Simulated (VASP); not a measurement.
Runs of VASP 6.6.1 on Os. Symmetry: Fm-3m, No. 225, cubic system. The conventional cell has a = 3.802 Å, b = 3.802 Å, c = 3.802 Å, α = 90.00°, β = 90.00°, γ = 90.00°. Os (site symmetry m-3m) is surrounded by 12 Os at 2.69 Å. This isn't the form of Os at room conditions, which is hcp.

| task | cell | k mesh | cutoff (eV) | gap on the mesh (eV) | pressure (GPa) | relaxed volume (Å³/atom) |
| --- | --- | --- | --- | --- | --- | --- |
| single point | Fm-3m, 13.74 Å³/atom | 18 × 18 × 18 | 520 | none | (a) | - |
| relaxation of cell and atoms | relaxed | 18 × 18 × 18 | 600 | none | 0.0 | 13.78 |
| relaxation of cell and atoms | relaxed | 8 × 8 × 8 | 600 | none | 0.0 | 13.78 |
| single point | Fm-3m, 13.74 Å³/atom | 8 × 8 × 8 | 520 | none | 0.9 | - |

Alike in all rows: level LDA; potentials or basis VASP PAW LDA potentials, release 64 (Os); no spin polarisation; smearing gaussian 0.1 eV.

Fill in the values left out.

(a) 1.0.

A k mesh can miss the band edges, and the runs leave out spin-orbit coupling on Os.

A gap of «none» marks a metal or a gap under the smearing width.
